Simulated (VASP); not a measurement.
Output of a VASP run:

### OUTCAR
```
 ion  position               nearest neighbor table
   1  0.531  0.531  0.000-   8 1.59   5 1.59   4 1.59   7 1.59   3 3.02   3 3.02   2 3.02   2 3.02
  LATTYP: Found a hexagonal cell.
 ALAT       =     4.8441940000
 C/A-ratio  =     1.1050525640
 Subroutine PRICEL returns:
 Original cell was already a primitive cell.
 Subroutine GETGRP returns: Found  6 space group operations
The static configuration has the point symmetry C_2 .
 The point group associated with its full space group is D_3 .
The dynamic configuration has the point symmetry C_2 .
 Subroutine INISYM returns: Found  6 space group operations
 Subroutine IBZKPT returns following result:
 Found      9 irreducible k-points:

 Following reciprocal coordinates:
            Coordinates               Weight
  0.000000  0.000000  0.000000      1.000000
  0.250000  0.000000  0.000000      6.000000
  0.500000  0.000000  0.000000      3.000000
  0.250000  0.250000  0.000000      6.000000
  0.000000  0.000000  0.333333      2.000000
  0.250000  0.000000  0.333333      6.000000
  0.000000  0.250000  0.333333      6.000000
  0.500000  0.000000  0.333333      6.000000
  0.250000  0.250000  0.333333     12.000000
   k-points           NKPTS =      9   k-points in BZ     NKDIM =      9   number of bands    NBANDS=     29
   number of dos      NEDOS =    301   number of ions     NIONS =      9
   total plane-waves  NPLWV =  36864
   dimension x,y,z NGX =    32 NGY =   32 NGZ =   36
   dimension x,y,z NGXF=    64 NGYF=   64 NGZF=   72
   ions per type =               3   6
   PREC   = accura    normal or accurate (medium, high low for compatibility)
   ISTART =      0    job   : 0-new  1-cont  2-samecut
   ICHARG =      2    charge: 1-file 2-atom 10-const
   ISPIN  =      1    spin polarized calculation?
   LNONCOLLINEAR =      F non collinear calculations
   LSORBIT =      F    spin-orbit coupling
   INIWAV =      1    electr: 0-lowe 1-rand  2-diag
   ENCUT  =  400.0 eV  29.40 Ry    5.42 a.u.   7.90  7.90  8.73*2*pi/ulx,y,z
   NELM   =    100;   NELMIN=  2; NELMDL= -5     # of ELM steps
   EDIFF  = 0.1E-05   stopping-criterion for ELM
   LREAL  =      F    real-space projection
   NLSPLINE    = F    spline interpolate recip. space projectors
   LMAXMIX     =    2 max onsite mixed and CHGCAR
   VOSKOWN=      0    Vosko Wilk Nusair interpolation
   EDIFFG = 0.1E-04   stopping-criterion for IOM
   NSW    =      0    number of steps for IOM
   NBLOCK =      1;   KBLOCK =      1    inner block; outer block
   IBRION =     -1    ionic relax: 0-MD 1-quasi-New 2-CG
   NFREE  =      0    steps in history (QN), initial steepest desc. (CG)
   ISIF   =      2    stress and relaxation
   ISYM   =      2    0-nonsym 1-usesym 2-fastsym
   TEIN   =    0.0    initial temperature
   TEBEG  =    0.0;   TEEND  =   0.0 temperature during run
   SMASS  =  -3.00    Nose mass-parameter (am)
   PSTRESS=    0.0 pullay stress
   NELECT =      48.0000    total number of electrons
   EFERMI =   0.00;   METHOD = LEGACY
   ISMEAR =     0;   SIGMA  =   0.01  broadening in eV -4-tet -1-fermi 0-gaus
   IALGO  =     38    algorithm
   LDIAG  =      T    sub-space diagonalisation (order eigenvalues)
   IMIX   =      4    mixing-type and parameters
     AMIX     =   0.40;   BMIX     =  1.00
     AMIX_MAG =   1.60;   BMIX_MAG =  1.00
     AMIN     =   0.10
   METAGGA = R2SCAN    functional components
   VOSKOWN =     0    Vosko Wilk Nusair interpolation
   LHFCALC =     F    Hartree Fock is set to
   LHFONE  =     F    Hartree Fock one center treatment
   AEXX    =    0.0000 exact exchange contribution
   IVDW    =     0    specifies the selected vdW correction
   LEPSILON=     F    determine dielectric tensor
   LRPA    =     F    only Hartree local field effects (RPA)
  energy-cutoff  :      400.00
  volume of cell :      108.79
      direct lattice vectors                 reciprocal lattice vectors
     4.844194000  0.000000000  0.000000000     0.206432690  0.119183943  0.000000000
    -2.422097000  4.195196000  0.000000000     0.000000000  0.238367886  0.000000000
     0.000000000  0.000000000  5.353089000     0.000000000  0.000000000  0.186808028
...
```

OSZICAR:
```
       N       E                     dE             d eps       ncg     rms          rms(c)
DAV:   1     0.238227069197E+03    0.23823E+03   -0.23033E+04   522   0.128E+03
DAV:   2    -0.966273561394E+02   -0.33485E+03   -0.32830E+03   676   0.321E+02
DAV:   3    -0.112979011195E+03   -0.16352E+02   -0.16315E+02   612   0.811E+01
DAV:   4    -0.113160252033E+03   -0.18124E+00   -0.18104E+00   612   0.925E+00
DAV:   5    -0.113163634532E+03   -0.33825E-02   -0.33816E-02   597   0.122E+00    0.273E+01
DAV:   6    -0.944176805769E+02    0.18746E+02   -0.25772E+01   577   0.267E+01    0.157E+01
DAV:   7    -0.877835356832E+02    0.66341E+01   -0.18092E+00   602   0.115E+01    0.513E+00
DAV:   8    -0.950017852435E+02   -0.72182E+01   -0.31566E+00   567   0.106E+01    0.306E+00
DAV:   9    -0.892036732243E+02    0.57981E+01   -0.16207E+00   547   0.753E+00    0.787E-01
DAV:  10    -0.892687324800E+02   -0.65059E-01   -0.35322E-01   527   0.481E+00    0.739E-01
DAV:  11    -0.892323603427E+02    0.36372E-01   -0.66129E-03   612   0.636E-01    0.624E-01
DAV:  12    -0.894400367384E+02   -0.20768E+00   -0.92680E-02   552   0.248E+00    0.172E-01
DAV:  13    -0.894405608148E+02   -0.52408E-03   -0.13160E-02   607   0.773E-01    0.144E-01
DAV:  14    -0.894404777167E+02    0.83098E-04   -0.33290E-03   597   0.433E-01    0.682E-02
DAV:  15    -0.894484335087E+02   -0.79558E-02   -0.34275E-03   562   0.625E-01    0.399E-02
DAV:  16    -0.894496126705E+02   -0.11792E-02   -0.58326E-04   582   0.240E-01    0.360E-02
DAV:  17    -0.894498644593E+02   -0.25179E-03   -0.81918E-05   607   0.792E-02    0.268E-02
DAV:  18    -0.894503329107E+02   -0.46845E-03   -0.28637E-04   592   0.145E-01    0.149E-02
DAV:  19    -0.894503945318E+02   -0.61621E-04   -0.26576E-05   597   0.471E-02    0.748E-03
DAV:  20    -0.894503930674E+02    0.14644E-05   -0.65201E-06   612   0.164E-02    0.219E-03
DAV:  21    -0.894503950229E+02   -0.19555E-05   -0.91530E-07   381   0.746E-03    0.123E-03
DAV:  22    -0.894503942670E+02    0.75594E-06   -0.18964E-07   366   0.374E-03
   1 F= -.89450394E+02 E0= -.89450394E+02  d E =-.106107E-24
```

File OUTCAR:
```
------------------------ aborting loop because EDIFF is reached ----------------------------------------
  FORCE on cell =-STRESS in cart. coord.  units (eV):
  Direction    XX          YY          ZZ          XY          YZ          ZX
  --------------------------------------------------------------------------------------
  Total        3.4589222      3.4589237      3.4245562      0.0000000     -0.0000000      0.0000000
  in kB       50.9416643     50.9416870     50.4355347      0.0000000     -0.0000000      0.0000000
  external PRESSURE =      50.7729620 kB  Pullay stress =       0.0000000 kB
  volume of cell :      108.79
      direct lattice vectors                 reciprocal lattice vectors
     4.844194000  0.000000000  0.000000000     0.206432690  0.119183943  0.000000000
    -2.422097000  4.195196000  0.000000000     0.000000000  0.238367886  0.000000000
     0.000000000  0.000000000  5.353089000     0.000000000  0.000000000  0.186808028
 POSITION                                       TOTAL-FORCE (eV/Angst)
 -----------------------------------------------------------------------------------
      1.28635      2.22803      0.00000         0.020646      0.035759     -0.000000
      2.27149      0.00000      1.78436        -0.041291      0.000000     -0.000000
     -1.13575      1.96717      3.56873         0.020646     -0.035759     -0.000000
      0.30288      1.73425      4.20159         0.264127     -0.389676     -0.270314
      0.76875      3.59037      0.63286         0.205405      0.423579     -0.270314
     -1.07163      3.06577      2.41722        -0.469533     -0.033903     -0.270314
      1.35046      1.12943      1.15150        -0.469533      0.033903      0.270314
      2.72498      2.46094      4.72023         0.264127      0.389676      0.270314
      3.19085      0.60482      2.93586         0.205405     -0.423579      0.270314
 -----------------------------------------------------------------------------------
    total drift:                                0.002769     -0.001303      0.000000
  FREE ENERGIE OF THE ION-ELECTRON SYSTEM (eV)
  ---------------------------------------------------
  free  energy   TOTEN  =       -89.4503942670 eV

  energy  without entropy=      -89.4503942670  energy(sigma->0) =      -89.45039427
```
(Selected blocks of OUTCAR.)

**POSCAR**
```
SiO2
1
    4.8441940000     0.0000000000     0.0000000000
   -2.4220970000     4.1951960000     0.0000000000
    0.0000000000     0.0000000000     5.3530890000
Si O
3 6
Direct
  0.5310900000   0.5310900000   0.0000000000
  0.4689100000   0.0000000000   0.3333330000
  0.0000000000   0.4689100000   0.6666670000
  0.2692200000   0.4133900000   0.7848900000
  0.5866100000   0.8558300000   0.1182230000
  0.1441700000   0.7307800000   0.4515570000
  0.4133900000   0.2692200000   0.2151100000
  0.8558300000   0.5866100000   0.8817770000
  0.7307800000   0.1441700000   0.5484430000
```

### Question
Reconstruct the remaining input files.

### Answer
One answer among several that fit: the input of the run itself, r2SCAN meta-GGA, plane waves, VASP's PBE PAW potentials (set 64).

INCAR:
```
LREAL  =  .FALSE.   ! projection in real space or not
PREC  =  Accurate
LMIXTAU  =  .TRUE.
SIGMA  =  0.01
ISMEAR  =  0
ALGO  =  Normal
ISIF  =  2   ! forces and stress, cell fixed
NELM  =  100
LWAVE  =  .FALSE.
LASPH  =  .TRUE.   ! aspherical one-centre terms
EDIFF  =  1E-6   ! SCF stop (eV)
SYSTEM  =  SiO2
ENCUT  =  400
LCHARG  =  .FALSE.
METAGGA  =  R2SCAN
```

### KPOINTS
```
Automatic
0
Gamma
 4 4 3
```

POTCAR, in this order: Si O (PBE.64 set). Program: vasp_std.

At this cut-off the stress carries a Pulay error, which pulls relaxed volumes low.

The structure comes from a computed database's SiO2 entry; how it stands against other phases isn't given here. The cell was not relaxed at this level. The run is one of a series of settings (GGA removed, LMIXTAU = .TRUE., METAGGA = R2SCAN against the base run), some of them coarse on purpose.
